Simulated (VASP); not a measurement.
Input:

```yaml
crystal:
  lattice:
    - [0.00000, 1.83067, 1.83067]
    - [1.83067, 0.00000, 1.83067]
    - [1.83067, 1.83067, 0.00000]
  atoms:
    - { symbol: B, position: [0.00000, 0.00000, 0.00000] }
    - { symbol: N, position: [0.25000, 0.25000, 0.25000] }
```

Method: PBE GGA, VASP's PBE PAW potentials (set 64) (plane waves; VASP). Numerical set-up: 520 eV cut-off, 12×12×12 Γ-centred mesh, Gaussian smearing of 0.050 eV, potentials B N.

Question: Estimate the energy per atom (σ→0), pressure, band gap (on the k-mesh) with the smallest direct gap where there is one.

Answer: 
```
Item                                         Result
-----------------------------------  --------------
band gap (on the k-mesh)                    4.42 eV
smallest direct gap (on the k-mesh)         8.64 eV
energy per atom (σ→0)                -8.720 eV/atom
pressure                                -104.6 kbar
```

Total energies compare only between runs with the same potentials, cut-off and functional.

The compound is BN in the zinc blende structure. This cell is one point of a volume scan, at 1.03 of the reference volume.
